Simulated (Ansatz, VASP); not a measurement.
## One calculation of Li4FeN2, two programs

```
Fe N Li
1.0
    -1.76645    3.09806    3.99097
     1.76645   -3.09806    3.99097
     1.76645    3.09806   -3.99097
Fe N Li
1 2 4
Direct
  0.00000 0.00000 0.00000
  0.22320 0.22320 0.00000
  0.77680 0.77680 0.00000
  0.91742 0.25166 0.66576
  0.08258 0.74834 0.33424
  0.41410 0.74834 0.66576
  0.58590 0.25166 0.33424
```

Change from the starting cell: volume scaled by 0.94.

Alike in both runs: task single point; functional PBE; k mesh 9 × 9 × 9; occupations fermi-dirac, width 0.05 eV; collinear spin, ferromagnetic start.

|  | VASP | Ansatz |
| --- | --- | --- |
| version | VASP 6.6.1 | Ansatz 0.2.0 |
| potentials or method | VASP PAW PBE potentials, release 64 (Fe, N, Li_sv) | Ansatz PAW |
| plane-wave cutoff (eV) | 520 | 420 |
| valence electrons in the cell | 30 | 38 |

|  | VASP | Ansatz | Ansatz less VASP |
| --- | --- | --- | --- |
| gap on the k mesh at the Fermi level (eV) | none | none | - |
| rms of the force components (eV/Å) | 0.204 | 0.087 | -0.1172 |
| net moment per atom (μB) | 0.48 | 0.43 | -0.050 |
| size of the moment on the site where the two differ most (μB) | 2.89 | 2.31 | -0.582 |

Site moments also hang on the region over which each program counts them. Atom by atom the forces differ by 0.120 eV/Å (rms over components). A gap of «none» marks a metal or a gap that the smearing closes. The two sets of potentials don't hold the same shells in valence.

Caveats: a cell with one magnetic atom can't hold antiferromagnetic order, which such compounds often take.
